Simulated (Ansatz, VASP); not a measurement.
## Two plane-wave programs on Si2NF2

```
Si N F
1.0
     3.19750    0.00000    0.00000
    -1.59875    2.76912    0.00000
     0.00000    0.00000    7.80734
Si N F
2 1 2
Direct
  0.33333 0.66667 0.34534
  0.66667 0.33333 0.65466
  0.00000 0.00000 0.50000
  0.33333 0.66667 0.84441
  0.66667 0.33333 0.15559
```

Change from the starting cell: species swapped into the La2GeI2 type (P-3m1, No. 164).

Alike in both runs: task single point; functional PBE; k mesh 6 × 6 × 2; occupations gaussian, width 0.1 eV; no spin polarisation.

```csv
,VASP,Ansatz
version,VASP 6.6.1,Ansatz 0.2.0
potentials or method,"VASP PAW PBE potentials, release 64 (Si, N, F)","scalar-relativistic, plane waves, PAW"
plane-wave cutoff (eV),520,420
valence electrons in the cell,27,27
```

Ansatz gave:

| Item | Value |
| --- | --- |
| gap on the k mesh at the Fermi level (eV) | none |
| pressure (GPa) | -8.5 |
| largest component of the traceless stress (GPa) | 2.05 |
| rms of the force components (eV/Å) | 1.062 |

Problem. What did VASP give for the same quantities?

Solution. gap on the k mesh at the Fermi level (eV): none; pressure (GPa): -8.7; largest component of the traceless stress (GPa): 2.07; rms of the force components (eV/Å): 1.058.

Atom by atom the forces differ by 0.004 eV/Å (rms over components). A gap of «none» marks a metal or a gap that the smearing closes.

Caveats: the k mesh is coarse (spacing up to 0.40 Å⁻¹), so the values aren't converged; an odd number of electrons without spin polarisation forces a metal; a magnetic or distorted state may lie lower.
